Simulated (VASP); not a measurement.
CdS (zinc blende):

```yaml
crystal:
  lattice:
    - [0.00000, 2.91000, 2.91000]
    - [2.91000, 0.00000, 2.91000]
    - [2.91000, 2.91000, 0.00000]
  atoms:
    - { symbol: Cd, position: [0.00000, 0.00000, 0.00000] }
    - { symbol: S, position: [0.25000, 0.25000, 0.25000] }
```

The lowest empty band near Γ, direction [110], from PBE with spin-orbit coupling in VASP (PAW); its two spin partners are averaged. The gap over the points computed is 1.15 eV, and the next band on that side lies 5.10 eV away at the edge.

Run with 400 eV cut-off, 9×9×9 Γ-centred mesh, Gaussian smearing of 0.050 eV, potentials Cd S.

```
distance from the edge in k (1/Å)  distance in energy (meV)
---------------------------------  ------------------------
0.012                                                   4.3
0.018                                                   9.7
0.025                                                  18.6
0.035                                                  35.9
0.050                                                  71.1
0.070                                                 132.1
```

### Question
Fit E(1 + αE) = ħ²k²/2m* (ħ²/2m0 = 3.810 eV Å²) and predict the row at 0.095 1/Å.

### Answer
Least squares on the energies gives the electron mass m* = 0.126 m0 and α = 0.94 per eV, and so 225.6 meV. The run gave 225.3 meV, -0.3 meV from the fit.

Left out are points under 3 meV from the edge, since the levels carry 0.1 meV, and points farther than half the way to the next band.

The compound is CdS in the zinc blende structure, a metastable form; wurtzite is the usual one. The cell was not relaxed at this level.
